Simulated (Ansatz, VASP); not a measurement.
This is a calculation of Hg3Pt for Ansatz 0.2.0. Atoms were shifted at random by some hundredths of an Å from the given cell, which wasn't relaxed again for these runs. The cell comes from a database or a generator and needn't be the stable form of this composition.

File input.yaml:

```yaml
crystal:
  lattice:
    - [-2.102183, 2.102183, 4.632532]
    - [2.102183, -2.102183, 4.632532]
    - [2.102183, 2.102183, -4.632532]
  atoms:
    - { symbol: Hg, position: [0.503024, 0.49935, 0.00577] }
    - { symbol: Hg, position: [0.250109, 0.753276, 0.49304] }
    - { symbol: Hg, position: [0.750094, 0.243795, 0.498672] }
    - { symbol: Pt, position: [-0.00274, -0.00842, -0.009729] }
hamiltonian:
  xc: pbe
  pseudopotentials: { kind: paw }
kpoints:
  mp_grid: { grid: [9, 9, 9] }
scf:
  occupations: { method: fermi_dirac, width: 0.05 }
output:
  forces: true
  stress: true
  eigenvalues: true
  write_density: true
  write_potential: true
  elf: true
  volumetric_format: npy
```

Potentials or basis: Ansatz PAW.

Launch:

```console
$ ansatz run input.yaml --threads 2 --pin off --max-ram 5120MiB --backend cpu --events-out ev --progress --plain --runs-dir out
```

Problem. Translate it to VASP 6.6.1. Potentials or basis there: PBE PAW files Hg, Pt, 520 eV.

Solution. As run (cutoffs and basis follow the program's own potentials, and thresholds, step limits or extra output files can differ):

The input INCAR:

```
SYSTEM = Hg3Pt
  ALGO = Normal
  EDIFF = 1E-7
  ENCUT = 520
  GGA = PE
  ISIF = 2
  ISMEAR = -1
  LASPH = .True.
  LCHARG = .False.
  LREAL = .False.
  LWAVE = .False.
  NBANDS = 31
  NELM = 80
  PREC = Accurate
  SIGMA = 0.05
```

File KPOINTS:

```
k-points
0
Gamma
  9 9 9
  0 0 0
```

The input POSCAR:

```
Hg3Pt
1.0
   -2.1021830000      2.1021830000      4.6325320000
    2.1021830000     -2.1021830000      4.6325320000
    2.1021830000      2.1021830000     -4.6325320000
Hg Pt
3 1
Direct
    0.5030240000      0.4993500000      0.0057700000
    0.2501090000      0.7532760000      0.4930400000
    0.7500940000      0.2437950000      0.4986720000
   -0.0027400000     -0.0084200000     -0.0097290000
```

Potentials or basis: VASP PAW PBE potentials, release 64 (Hg, Pt).

Command:

```bash
$ cat potpaw_PBE.64/Hg/POTCAR potpaw_PBE.64/Pt/POTCAR > POTCAR
$ mpirun -np 1 vasp_std > vasp.out
```

Both were run:

|  | Ansatz | VASP |
| --- | --- | --- |
| Pressure | -0.7 GPa | -0.2 GPa |
| Largest force | 0.178 eV/Å | 0.187 eV/Å |

Ansatz's pressure holds a Pulay term of +0.05 GPa for its cutoff of 420 eV, which the other run lacks.

The potentials hold 78 and 46 valence electrons a cell.

Where Ansatz's input types no cutoff or centring, it takes its own default and a Γ-centred mesh.

Pressure is positive in compression.
